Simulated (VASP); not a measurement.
An input for Quantum ESPRESSO's pw.x (written as the equivalent of a VASP run, and not itself run):

```
&CONTROL
  calculation = 'scf'
  pseudo_dir = './pseudo'
  outdir = './out'
  tprnfor = .true.
  tstress = .true.
/
&SYSTEM
  ibrav = 0
  nat = 4
  ntyp = 2
  ecutwfc = 82
  occupations = 'tetrahedra'
  input_dft = 'pbesol'
/
&ELECTRONS
  conv_thr = 7.3e-09
  electron_maxstep = 100
/
ATOMIC_SPECIES
  Ag 107.868 Ag.upf
  I 126.904 I.upf
CELL_PARAMETERS angstrom
     2.2783760   -3.9462634    0.0000000
     2.2783760    3.9462634    0.0000000
     0.0000000    0.0000000    7.4386052
ATOMIC_POSITIONS crystal
  Ag   0.6666670  0.3333330  0.5000814
  Ag   0.3333330  0.6666670  0.0000814
  I    0.6666670  0.3333330  0.8749186
  I    0.3333330  0.6666670  0.3749186
K_POINTS automatic
  6 6 4 0 0 0
```

### Question
Write the VASP files for the same calculation (PBEsol).

### Answer
Several could match; the one computed here: 
INCAR:
```
SYSTEM = AgI
PREC = Accurate; ENCUT = 400; LREAL = .False.
LASPH = .True.
EDIFF = 1E-7; NELM = 100; ALGO = Normal
LMAXMIX = 4
ISMEAR = -5
GGA = PS
ISIF = 2
LWAVE = .False.; LCHARG = .True.; LORBIT = 11
NEDOS = 601
LEFG = .True.
```

**KPOINTS**
```
Automatic mesh
0
Gamma
6 6 4
0 0 0
```

### POSCAR
```
AgI
1
    2.2783760103    -3.9462633966     0.0000000000
    2.2783760103     3.9462633966     0.0000000000
    0.0000000000     0.0000000000     7.4386051795
Ag I
2 2
Direct
  0.6666670000   0.3333330000   0.5000813959
  0.3333330000   0.6666670000   0.0000813959
  0.6666670000   0.3333330000   0.8749186041
  0.3333330000   0.6666670000   0.3749186041
```

POTCAR, in this order: Ag I (PBE.64 set). Program: vasp_std.

Limits of the translation: the potentials are each code's own (VASP's PAW set, PseudoDojo norm-conserving files in pw.x), so ENCUT and ecutwfc are chosen apart and not converted; conv_thr bounds pw.x's estimated SCF error, while EDIFF bounds the energy change between steps; the field gradients of LEFG aren't asked of the other code.

The compound is AgI in the wurtzite structure. It was relaxed first.
